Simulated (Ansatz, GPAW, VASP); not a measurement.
# Code comparison for Ge (Fd-3m, 2 atoms in the cell)

Self-consistent single point.

```
Ge
1.0
    0.00000     2.85107     2.85107
    2.85107     0.00000     2.85107
    2.85107     2.85107     0.00000
Ge
2
Direct
  0.00000   0.00000   0.00000
  0.25000   0.25000   0.25000
```

Shared settings, as Ansatz (a first-principles code) writes them: kpoints.mp_grid.grid = 5 5 5; scf.occupations.method = fermi_dirac; scf.occupations.width = 0.0007 Ry. Potentials and cutoffs stand in the table.

| code | model | pressure (GPa) | cutoff |
|---|---|---|---|
| GPAW | PBEsol, GPAW PAW datasets PBEsol (made by gpaw-setup) | -0.36 | 550 eV |
| Ansatz | PBEsol, default PAW files made with PBE | -0.67 | 30.9 Ry |
| VASP | PBEsol, VASP's PBE PAW potentials (set 64) | -1.99 | 300 eV |

The spread over the programs that give each value: pressure within 1.63 GPa.

Ansatz's pressure is given at a fixed set of plane waves, as the other plane-wave codes print theirs. In the pressure, VASP (by 1.33) lies more than 1 GPa from the median of the plane-wave programs.

VASP's run is marked for a possible Pulay error in its stress at this cutoff; no cutoff test was made.

The starting cell has typed, rounded lattice constants, without a prior relaxation at this level. Its lattice was rescaled by a random factor within 2.5 % of one.

Left out of this page: Quantum ESPRESSO, ABINIT, CP2K, PySCF, Elk and FLEUR (not drawn, or without a comparable value); SIESTA (unsound by tests on forces, stress, charge or solver warnings).

Keys are those of Ansatz 0.2.
